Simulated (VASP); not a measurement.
Level of theory: PBE GGA, VASP's PBE PAW potentials (set 64) (plane waves; VASP).

A VASP calculation is set up with these files.

**KPOINTS**
```
kpoints
0
Gamma
14 14 14
0 0 0
```

### INCAR
```
# general
SYSTEM =Ag
PREC   =Accurate
ENCUT  =480
LREAL  =.FALSE.
LASPH  =.TRUE.

# electronic loop
EDIFF  =1E-6
NELM   =100
ALGO   =Normal
LMAXMIX=4

# smearing
ISMEAR =1
SIGMA  =0.1

# functional
GGA    =PE

# ions
IBRION =2
NSW    =60
ISIF   =3
EDIFFG =-0.01

# output
LWAVE  =.FALSE.
LCHARG =.FALSE.
```

**POSCAR**
```
Ag
1.0
  0.0000000000   2.0450000000   2.0450000000
  2.0450000000   0.0000000000   2.0450000000
  2.0450000000   2.0450000000   0.0000000000
Ag
1
Cart
  0.0000000000   0.0000000000   0.0000000000
```

POTCAR, in this order: Ag (PBE.64 set). Program: vasp_std.

The run wrote:

### OSZICAR
```
       N       E                     dE             d eps       ncg     rms          rms(c)
DAV:   1     0.427565457244E+02    0.42757E+02   -0.55601E+03  1952   0.104E+03
DAV:   2    -0.261339462826E+01   -0.45370E+02   -0.43167E+02  1922   0.201E+02
DAV:   3    -0.296280977121E+01   -0.34942E+00   -0.34935E+00  2286   0.216E+01
DAV:   4    -0.296355375613E+01   -0.74398E-03   -0.74398E-03  2113   0.902E-01
DAV:   5    -0.296355935454E+01   -0.55984E-05   -0.55984E-05  2127   0.698E-02    0.520E+00
DAV:   6    -0.271940358225E+01    0.24416E+00   -0.11416E+00  1906   0.116E+01    0.336E+00
DAV:   7    -0.271090495557E+01    0.84986E-02   -0.12176E-02  2011   0.121E+00    0.188E+00
DAV:   8    -0.270799524423E+01    0.29097E-02   -0.67371E-04  1946   0.252E-01    0.818E-02
DAV:   9    -0.270800106885E+01   -0.58246E-05   -0.61263E-06  2175   0.241E-02    0.146E-02
DAV:  10    -0.270800808633E+01   -0.70175E-05   -0.37771E-06  2020   0.242E-02    0.706E-03
DAV:  11    -0.270800758960E+01    0.49673E-06   -0.59921E-08   979   0.266E-03
   1 F= -.27080076E+01 E0= -.27079105E+01  d E =-.270801E+01
       N       E                     dE             d eps       ncg     rms          rms(c)
DAV:   1    -0.332261253844E+01   -0.61460E+00   -0.11669E+01  1896   0.428E+01    0.549E+00
DAV:   2    -0.273715593106E+01    0.58546E+00   -0.23011E+00  1891   0.166E+01    0.191E+00
DAV:   3    -0.271874324875E+01    0.18413E-01   -0.56787E-02  1913   0.242E+00    0.134E+00
DAV:   4    -0.271487832561E+01    0.38649E-02   -0.45524E-03  1958   0.711E-01    0.129E-01
DAV:   5    -0.271481108253E+01    0.67243E-04   -0.56524E-04  2142   0.213E-01    0.255E-02
DAV:   6    -0.271481754957E+01   -0.64670E-05   -0.11135E-05  2013   0.414E-02    0.194E-03
DAV:   7    -0.271481763213E+01   -0.82559E-07   -0.27533E-07   993   0.549E-03
   2 F= -.27148176E+01 E0= -.27146086E+01  d E =-.681004E-02
       N       E                     dE             d eps       ncg     rms          rms(c)
DAV:   1    -0.279301107608E+01   -0.78194E-01   -0.13768E+00  1900   0.143E+01    0.179E+00
DAV:   2    -0.271865496474E+01    0.74356E-01   -0.36327E-01  1897   0.645E+00    0.507E-01
DAV:   3    -0.271744744278E+01    0.12075E-02   -0.21630E-03  1910   0.463E-01    0.331E-01
DAV:   4    -0.271706251567E+01    0.38493E-03   -0.58932E-04  1977   0.210E-01    0.247E-02
DAV:   5    -0.271706147611E+01    0.10396E-05   -0.32929E-06  1945   0.193E-02    0.138E-02
DAV:   6    -0.271706245705E+01   -0.98093E-06   -0.92062E-07  1841   0.817E-03
   3 F= -.27170625E+01 E0= -.27168240E+01  d E =-.905487E-02
```

### OUTCAR
```
------------------------ aborting loop because EDIFF is reached ----------------------------------------
  FORCE on cell =-STRESS in cart. coord.  units (eV):
  Direction    XX          YY          ZZ          XY          YZ          ZX
  --------------------------------------------------------------------------------------
  Total        0.0032785      0.0032785      0.0032785     -0.0000000     -0.0000000      0.0000000
  in kB        0.2945063      0.2945063      0.2945063     -0.0000000     -0.0000000      0.0000000
  external PRESSURE =       0.2945063 kB  Pullay stress =       0.0000000 kB
  volume of cell :       17.84
      direct lattice vectors                 reciprocal lattice vectors
    -0.000000000  2.073736401  2.073736401    -0.241110683  0.241110683  0.241110683
     2.073736401 -0.000000000  2.073736401     0.241110683 -0.241110683  0.241110683
     2.073736401  2.073736401 -0.000000000     0.241110683  0.241110683 -0.241110683
 POSITION                                       TOTAL-FORCE (eV/Angst)
 -----------------------------------------------------------------------------------
      0.00000      0.00000      0.00000         0.000000      0.000000     -0.000000
 -----------------------------------------------------------------------------------
    total drift:                                0.000000      0.000000     -0.000000
  FREE ENERGIE OF THE ION-ELECTRON SYSTEM (eV)
  ---------------------------------------------------
  free  energy   TOTEN  =        -2.7170624570 eV

  energy  without entropy=       -2.7163470483  energy(sigma->0) =       -2.71682399

 reached required accuracy - stopping structural energy minimisation
```
(Selected blocks of OUTCAR.)

CONTCAR:
```
Ag
   1.00000000000000
    -0.0000000000000000    2.0737364012963049    2.0737364012963049
     2.0737364012963049   -0.0000000000000000    2.0737364012963049
     2.0737364012963049    2.0737364012963049   -0.0000000000000000
  Ag
     1
Direct
     0.0000000000000000    0.0000000000000000    0.0000000000000000
```

Energy and stress use the plane-wave basis of the starting cell.

The compound is Ag in the fcc structure. This run relaxes it. Symmetry was kept, so distortions that lower it aren't found.
